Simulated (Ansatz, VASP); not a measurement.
Two plane-wave programs on As2Se

```
As Se
1.0
    -3.52942    3.52942    2.65357
     3.52942   -3.52942    2.65357
     3.52942    3.52942   -2.65357
As Se
4 2
Direct
  0.87500 0.12500 0.75000
  0.37500 0.12500 0.25000
  0.87500 0.62500 0.75000
  0.87500 0.12500 0.25000
  0.50000 0.50000 0.00000
  0.25000 0.75000 0.50000
```

Alike in both runs: task single point; functional PBEsol; k mesh 4 × 4 × 4; occupations gaussian, width 0.05 eV; no spin polarisation.

|  | VASP | Ansatz |
| --- | --- | --- |
| version | VASP 6.6.1 | Ansatz 0.2.0 |
| potentials or method | VASP PAW PBE potentials, release 64 (As, Se) | scalar-relativistic, plane waves, PAW |
| plane-wave cutoff (eV) | 520 | 420 |
| valence electrons in the cell | 32 | 92 |

VASP gave:

* gap on the k mesh at the Fermi level (eV): none
* pressure (GPa): -3.7
* largest component of the traceless stress (GPa): 1.04

Q: What did Ansatz give for the same quantities?

A: gap on the k mesh at the Fermi level (eV): none; pressure (GPa): -3.8; largest component of the traceless stress (GPa): 1.09.

A gap of «none» marks a metal or a gap that the smearing closes. The functional is the same, so the differences come from potentials, cutoffs and numerics. The two sets of potentials don't hold the same shells in valence.

Caveats: the k mesh is coarse (spacing up to 0.37 Å⁻¹), so the values aren't converged; the PAW data sets were made with another functional, which shifts forces and pressure a little (VASP).
